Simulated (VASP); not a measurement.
All values below come from PBEsol GGA, VASP's PBE PAW potentials (set 64) (plane waves; VASP).

VASP ran on this input.

**KPOINTS**
```
Automatic mesh
0
Gamma
14 14 14
0 0 0
```

POSCAR:
```
Bi
1.0
  0.0000000000   2.4748667350   2.4748667350
  2.4748667350   0.0000000000   2.4748667350
  2.4748667350   2.4748667350   0.0000000000
Bi
1
Direct
  0.0000000000   0.0000000000   0.0000000000
```

### INCAR
```
# general
SYSTEM   =  Bi
PREC     =  Accurate
ENCUT    =  400   # plane-wave cut-off (eV)
LREAL    =  .False.
LASPH    =  .True.   # aspherical one-centre terms

# electronic loop
EDIFF    =  1E-7   # SCF stop (eV)
NELM     =  100
ALGO     =  Normal
LMAXMIX  =  4   # l cut-off of mixed one-centre charges

# smearing
ISMEAR   =  -5

# functional
GGA      =  PS

# ions
ISIF     =  2

# output
LWAVE    =  .False.
LCHARG   =  .True.
LORBIT   =  11
NEDOS    =  601   # DOS grid
```

POTCAR, in this order: Bi_d (PBE.64 set). Program: vasp_std.

What VASP printed:

### OUTCAR
```
 ion  position               nearest neighbor table
   1  0.000  0.000  0.000-
  LATTYP: Found a face centered cubic cell.
 ALAT       =     4.9497334700
 Subroutine PRICEL returns:
 Original cell was already a primitive cell.
 Subroutine GETGRP returns: Found 48 space group operations
The static configuration has the point symmetry O_h .
The dynamic configuration has the point symmetry O_h .
 Subroutine INISYM returns: Found 48 space group operations
 Subroutine IBZKPT returns following result:
 Found    104 irreducible k-points:

 Following reciprocal coordinates:
            Coordinates               Weight
  0.000000  0.000000  0.000000      1.000000
  0.071429  0.000000  0.000000      8.000000
  0.142857  0.000000  0.000000      8.000000
  0.214286  0.000000  0.000000      8.000000
  0.285714  0.000000  0.000000      8.000000
  0.357143  0.000000  0.000000      8.000000
  0.428571  0.000000  0.000000      8.000000
  0.500000  0.000000  0.000000      4.000000
  0.071429  0.071429  0.000000      6.000000
  0.142857  0.071429  0.000000     24.000000
  0.214286  0.071429  0.000000     24.000000
  0.285714  0.071429  0.000000     24.000000
  0.357143  0.071429  0.000000     24.000000
  0.428571  0.071429  0.000000     24.000000
  0.500000  0.071429  0.000000     24.000000
 -0.428571  0.071429  0.000000     24.000000
 -0.357143  0.071429  0.000000     24.000000
 -0.285714  0.071429  0.000000     24.000000
 -0.214286  0.071429  0.000000     24.000000
 -0.142857  0.071429  0.000000     24.000000
 -0.071429  0.071429  0.000000     12.000000
  0.142857  0.142857  0.000000      6.000000
  0.214286  0.142857  0.000000     24.000000
  0.285714  0.142857  0.000000     24.000000
  0.357143  0.142857  0.000000     24.000000
  0.428571  0.142857  0.000000     24.000000
  0.500000  0.142857  0.000000     24.000000
 -0.428571  0.142857  0.000000     24.000000
 -0.357143  0.142857  0.000000     24.000000
 -0.285714  0.142857  0.000000     24.000000
 -0.214286  0.142857  0.000000     24.000000
 -0.142857  0.142857  0.000000     12.000000
  0.214286  0.214286  0.000000      6.000000
  0.285714  0.214286  0.000000     24.000000
  0.357143  0.214286  0.000000     24.000000
  0.428571  0.214286  0.000000     24.000000
  0.500000  0.214286  0.000000     24.000000
 -0.428571  0.214286  0.000000     24.000000
 -0.357143  0.214286  0.000000     24.000000
 -0.285714  0.214286  0.000000     24.000000
   k-points           NKPTS =    104   k-points in BZ     NKDIM =    104   number of bands    NBANDS=     11
   number of dos      NEDOS =    601   number of ions     NIONS =      1
   total plane-waves  NPLWV =  13824
   dimension x,y,z NGX =    24 NGY =   24 NGZ =   24
   dimension x,y,z NGXF=    48 NGYF=   48 NGZF=   48
   ions per type =               1
   PREC   = accura    normal or accurate (medium, high low for compatibility)
   ISTART =      0    job   : 0-new  1-cont  2-samecut
   ICHARG =      2    charge: 1-file 2-atom 10-const
   ISPIN  =      1    spin polarized calculation?
   LNONCOLLINEAR =      F non collinear calculations
   LSORBIT =      F    spin-orbit coupling
   INIWAV =      1    electr: 0-lowe 1-rand  2-diag
   ENCUT  =  400.0 eV  29.40 Ry    5.42 a.u.   5.71  5.71  5.71*2*pi/ulx,y,z
   NELM   =    100;   NELMIN=  2; NELMDL= -5     # of ELM steps
   EDIFF  = 0.1E-06   stopping-criterion for ELM
   LREAL  =      F    real-space projection
   NLSPLINE    = F    spline interpolate recip. space projectors
   LMAXMIX     =    4 max onsite mixed and CHGCAR
   VOSKOWN=      0    Vosko Wilk Nusair interpolation
...
```

**OSZICAR**
```
       N       E                     dE             d eps       ncg     rms          rms(c)
DAV:   1     0.941599488680E+02    0.94160E+02   -0.70999E+03  2317   0.132E+03
DAV:   2     0.564953669126E+00   -0.93595E+02   -0.91633E+02  2351   0.325E+02
DAV:   3    -0.406166526804E+01   -0.46266E+01   -0.45594E+01  2651   0.827E+01
DAV:   4    -0.416645776382E+01   -0.10479E+00   -0.10481E+00  2724   0.133E+01
DAV:   5    -0.417075590519E+01   -0.42981E-02   -0.42983E-02  2917   0.239E+00    0.458E-01
DAV:   6    -0.416350990713E+01    0.72460E-02   -0.11083E-02  2778   0.174E+00    0.260E-01
DAV:   7    -0.416147603420E+01    0.20339E-02   -0.69097E-03  2711   0.131E+00    0.806E-02
DAV:   8    -0.416141599569E+01    0.60039E-04   -0.40382E-04  2666   0.392E-01    0.888E-03
DAV:   9    -0.416141350033E+01    0.24954E-05   -0.93958E-06  2976   0.497E-02    0.436E-03
DAV:  10    -0.416141333978E+01    0.16054E-06   -0.82781E-07  2807   0.943E-03    0.450E-04
DAV:  11    -0.416141347565E+01   -0.13587E-06   -0.43565E-08  1453   0.355E-03    0.951E-05
DAV:  12    -0.416141342594E+01    0.49709E-07   -0.44733E-09  1312   0.115E-03
   1 F= -.41614134E+01 E0= -.41614134E+01  d E =0.000000E+00
```

**OUTCAR**
```
------------------------ aborting loop because EDIFF is reached ----------------------------------------
  FORCE on cell =-STRESS in cart. coord.  units (eV):
  Direction    XX          YY          ZZ          XY          YZ          ZX
  --------------------------------------------------------------------------------------
  Total       -0.0490689     -0.0490689     -0.0490689      0.0000000      0.0000000      0.0000000
  in kB       -2.5931733     -2.5931733     -2.5931733      0.0000000      0.0000000      0.0000000
  external PRESSURE =      -2.5931733 kB  Pullay stress =       0.0000000 kB
  volume of cell :       30.32
      direct lattice vectors                 reciprocal lattice vectors
     0.000000000  2.474866735  2.474866735    -0.202031080  0.202031080  0.202031080
     2.474866735  0.000000000  2.474866735     0.202031080 -0.202031080  0.202031080
     2.474866735  2.474866735  0.000000000     0.202031080  0.202031080 -0.202031080
 POSITION                                       TOTAL-FORCE (eV/Angst)
 -----------------------------------------------------------------------------------
      0.00000      0.00000      0.00000         0.000000      0.000000      0.000000
 -----------------------------------------------------------------------------------
    total drift:                                0.000000      0.000000     -0.000000
  FREE ENERGIE OF THE ION-ELECTRON SYSTEM (eV)
  ---------------------------------------------------
  free  energy   TOTEN  =        -4.1614134259 eV

  energy  without entropy=       -4.1614134259  energy(sigma->0) =       -4.16141343

 total charge

# of ion       s       p       d       tot
------------------------------------------
    1        1.555   1.252   9.925  12.731
```
(Selected blocks of OUTCAR.)

OUTCAR:
```
 val. band max:        8.3543073336   @ k =  -0.1429   0.1429   0.0000

 cond. band min:       8.0912863616   @ k =  -0.4286   0.5000   0.0714


 Fermi energy:         8.2034997857

 k-point     1 :       0.0000    0.0000    0.0000
  band No.  band energies     occupation
      1     -14.8672      2.00000
      2     -14.8672      2.00000
      3     -14.8672      2.00000
      4     -14.7891      2.00000
      5     -14.7891      2.00000
      6      -5.6423      2.00000
      7      13.2783      0.00000
      8      13.2783      0.00000
      9      13.2783      0.00000
     10      17.2135      0.00000
     11      17.2849      0.00000

 k-point     2 :       0.0714    0.0000    0.0000
  band No.  band energies     occupation
      1     -14.8665      2.00000
      2     -14.8628      2.00000
      3     -14.8628      2.00000
      4     -14.7891      2.00000
      5     -14.7891      2.00000
      6      -5.5513      2.00000
      7      12.1900      0.00000
      8      13.1682      0.00000
      9      13.1682      0.00000
     10      16.7858      0.00000
     11      17.9575      0.00000

 k-point     3 :       0.1429    0.0000    0.0000
  band No.  band energies     occupation
      1     -14.8650      2.00000
      2     -14.8530      2.00000
      3     -14.8530      2.00000
      4     -14.7868      2.00000
      5     -14.7868      2.00000
      6      -5.2804      2.00000
      7      10.1643     -0.00650
      8      12.8853      0.00000
      9      12.8853      0.00000
     10      16.2544      0.00000
     11      19.1320      0.00000

 k-point     4 :       0.2143    0.0000    0.0000
  band No.  band energies     occupation
      1     -14.8631      2.00000
      2     -14.8464      2.00000
      3     -14.8464      2.00000
      4     -14.7758      2.00000
      5     -14.7758      2.00000
      6      -4.8380      2.00000
      7       8.0624      1.17413
      8      12.5257      0.00000
      9      12.5257      0.00000
...
```

For a metal the tetrahedron method with Blöchl corrections gives inexact stress and forces. Unless said otherwise, spin-orbit coupling is left out, though it shifts the bands of the heavy elements here.

The structure was generated: Bi was put into the fcc type (Fm-3m), which need not be its known phase. It was relaxed first.
